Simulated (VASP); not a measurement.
All values below come from PBE GGA, VASP's PBE PAW potentials (set 64) (plane waves; VASP).

The input files of a VASP run:

INCAR:
```
# general
SYSTEM   =  Re
PREC     =  Accurate
ENCUT    =  500
LREAL    =  .FALSE.   # projection in real space or not
LASPH    =  .TRUE.   # aspherical one-centre terms

# electronic loop
EDIFF    =  1E-6   # SCF stop (eV)
NELM     =  100
ALGO     =  Normal
LMAXMIX  =  6

# smearing
ISMEAR   =  1
SIGMA    =  0.1   # width (eV)

# functional
GGA      =  PE   # PBE

# ions
IBRION   =  2
NSW      =  40
ISIF     =  3
EDIFFG   =  -0.02   # ionic stop
PSTRESS  =  450   # kbar

# output
LWAVE    =  .FALSE.
LCHARG   =  .FALSE.
```

### KPOINTS
```
Automatic mesh
0
Gamma
16 16 9
0 0 0
```

File POSCAR:
```
Re
1.0
  1.3414892498  -2.3235274162   0.0000000000
  1.3414892498   2.3235274162   0.0000000000
  0.0000000000   0.0000000000   4.3476940030
Re
2
Direct
  0.3333330000   0.6666670000   0.2500000000
  0.6666670000   0.3333330000   0.7500000000
```

POTCAR, in this order: Re (PBE.64 set). Program: vasp_std.

Output

File OUTCAR:
```
 ion  position               nearest neighbor table
   1  0.333  0.667  0.250-   2 2.67   2 2.67   2 2.67   2 2.67   2 2.67   2 2.67
   2  0.667  0.333  0.750-   1 2.67   1 2.67   1 2.67   1 2.67   1 2.67   1 2.67
  LATTYP: Found a hexagonal cell.
 ALAT       =     2.6829783937
 C/A-ratio  =     1.6204729837
 Subroutine PRICEL returns:
 Original cell was already a primitive cell.
 Subroutine GETGRP returns: Found 24 space group operations
The static configuration has the point symmetry D_3d.
 The point group associated with its full space group is D_6h.
The dynamic configuration has the point symmetry D_3d.
 Subroutine INISYM returns: Found 24 space group operations
 Subroutine IBZKPT returns following result:
 Found    150 irreducible k-points:

 Following reciprocal coordinates:
            Coordinates               Weight
  0.000000  0.000000  0.000000      1.000000
  0.062500  0.000000  0.000000      6.000000
  0.125000  0.000000  0.000000      6.000000
  0.187500  0.000000  0.000000      6.000000
  0.250000  0.000000  0.000000      6.000000
  0.312500 -0.000000  0.000000      6.000000
  0.375000  0.000000  0.000000      6.000000
...
```

File OSZICAR:
```
       N       E                     dE             d eps       ncg     rms          rms(c)
DAV:   1     0.287053448347E+02    0.28705E+02   -0.69774E+03  6043   0.160E+03
DAV:   2    -0.200922340728E+02   -0.48798E+02   -0.42304E+02  5366   0.334E+02
DAV:   3    -0.254496257448E+02   -0.53574E+01   -0.44444E+01  5552   0.226E+02
DAV:   4    -0.257434305314E+02   -0.29380E+00   -0.26057E+00  5958   0.265E+01
DAV:   5    -0.257528669504E+02   -0.94364E-02   -0.91123E-02  5796   0.286E+00    0.501E+01
DAV:   6    -0.248650165717E+02    0.88785E+00   -0.68059E-01  6091   0.254E+01    0.230E+01
DAV:   7    -0.245065015248E+02    0.35852E+00   -0.64339E-01  6321   0.236E+01    0.415E-01
DAV:   8    -0.244975144011E+02    0.89871E-02   -0.59930E-03  5932   0.668E-01    0.142E-01
DAV:   9    -0.244965502316E+02    0.96417E-03   -0.68529E-04  6226   0.252E-01    0.407E-02
DAV:  10    -0.244965687494E+02   -0.18518E-04   -0.54123E-05  5355   0.807E-02    0.513E-03
DAV:  11    -0.244965690988E+02   -0.34940E-06   -0.27344E-07  3087   0.187E-02
   1 F= -.16884094E+02 E0= -.16884023E+02  d E =-.168841E+02
       N       E                     dE             d eps       ncg     rms          rms(c)
DAV:   1    -0.244824242000E+02    0.14145E-01   -0.21865E-01  4983   0.187E+01    0.469E-01
DAV:   2    -0.244808967230E+02    0.15275E-02   -0.22374E-03  6105   0.666E-01    0.217E-01
DAV:   3    -0.244804410900E+02    0.45563E-03   -0.91492E-04  6161   0.506E-01    0.267E-02
DAV:   4    -0.244804430616E+02   -0.19715E-05   -0.28268E-05  5330   0.578E-02    0.111E-02
DAV:   5    -0.244804423292E+02    0.73232E-06   -0.33516E-07  2768   0.231E-02
   2 F= -.16883640E+02 E0= -.16883633E+02  d E =0.454255E-03
       N       E                     dE             d eps       ncg     rms          rms(c)
DAV:   1    -0.244915420589E+02   -0.11099E-01   -0.79981E-02  4968   0.111E+01    0.287E-01
DAV:   2    -0.244909807986E+02    0.56126E-03   -0.82657E-04  6093   0.401E-01    0.133E-01
DAV:   3    -0.244908026507E+02    0.17815E-03   -0.35507E-04  6142   0.316E-01    0.172E-02
DAV:   4    -0.244908036601E+02   -0.10094E-05   -0.10990E-05  5224   0.353E-02    0.684E-03
DAV:   5    -0.244908037240E+02   -0.63900E-07   -0.15754E-07  2473   0.134E-02
   3 F= -.16884422E+02 E0= -.16884379E+02  d E =-.328111E-03
       N       E                     dE             d eps       ncg     rms          rms(c)
DAV:   1    -0.245103028945E+02   -0.19499E-01   -0.24350E-02  4118   0.939E+00    0.517E-01
DAV:   2    -0.245101658675E+02    0.13703E-03   -0.23830E-04  5434   0.541E-01    0.197E-01
DAV:   3    -0.245101140094E+02    0.51858E-04   -0.10225E-04  5765   0.345E-01    0.194E-02
DAV:   4    -0.245101136265E+02    0.38286E-06   -0.38009E-07  2406   0.229E-02
   4 F= -.16884193E+02 E0= -.16884160E+02  d E =0.228649E-03
       N       E                     dE             d eps       ncg     rms          rms(c)
DAV:   1    -0.244940765557E+02    0.16037E-01   -0.17389E-02  4077   0.795E+00    0.424E-01
DAV:   2    -0.244939868144E+02    0.89741E-04   -0.17487E-04  5444   0.457E-01    0.158E-01
DAV:   3    -0.244939587137E+02    0.28101E-04   -0.70924E-05  5763   0.286E-01    0.170E-02
DAV:   4    -0.244939592336E+02   -0.51989E-06   -0.28251E-07  2283   0.215E-02
   5 F= -.16884430E+02 E0= -.16884389E+02  d E =-.849689E-05
```

### OUTCAR
```
------------------------ aborting loop because EDIFF is reached ----------------------------------------
  FORCE on cell =-STRESS in cart. coord.  units (eV):
  Direction    XX          YY          ZZ          XY          YZ          ZX
  --------------------------------------------------------------------------------------
  Total        7.6103910      7.6103900      7.6112171      0.0000000      0.0000000     -0.0000000
  in kB      450.0509871    450.0509298    450.0998367      0.0000000      0.0000000     -0.0000000
  external PRESSURE =       0.0672512 kB  Pullay stress =     450.0000000 kB
  volume of cell :       27.09
      direct lattice vectors                 reciprocal lattice vectors
     1.342725426 -2.325668510  0.000000000     0.372376951 -0.214991947 -0.000000000
     1.342725426  2.325668510 -0.000000000     0.372376951  0.214991947  0.000000000
     0.000000000 -0.000000000  4.338012640    -0.000000000  0.000000000  0.230520306
 POSITION                                       TOTAL-FORCE (eV/Angst)
 -----------------------------------------------------------------------------------
      1.34273      0.77522      1.08450        -0.000000     -0.000000      0.000000
      1.34273     -0.77522      3.25351         0.000000      0.000000      0.000000
 -----------------------------------------------------------------------------------
    total drift:                                0.000000      0.000003     -0.000016
  FREE ENERGIE OF THE ION-ELECTRON SYSTEM (eV)
  ---------------------------------------------------
  free  energy   TOTEN  =       -24.4939592336 eV

  energy  without entropy=      -24.4938345709  energy(sigma->0) =      -24.49391768
  enthalpy is  TOTEN    =       -16.8844304287 eV   P V=        7.6095288049

 reached required accuracy - stopping structural energy minimisation
```
(Selected blocks of OUTCAR.)

**CONTCAR**
```
Re
   1.00000000000000
     1.3427254256201202   -2.3256685097792431    0.0000000000000000
     1.3427254256201202    2.3256685097792431   -0.0000000000000000
     0.0000000000000000   -0.0000000000000000    4.3380126402210761
  Re
     2
Direct
     0.3333330000000032    0.6666669999999968    0.2500000000000000
     0.6666669999999968    0.3333330000000032    0.7500000000000000
```

The compound is Re in the hcp structure. This run relaxes it under an external pressure of 45 GPa. Symmetry was kept, so distortions that lower it aren't found.
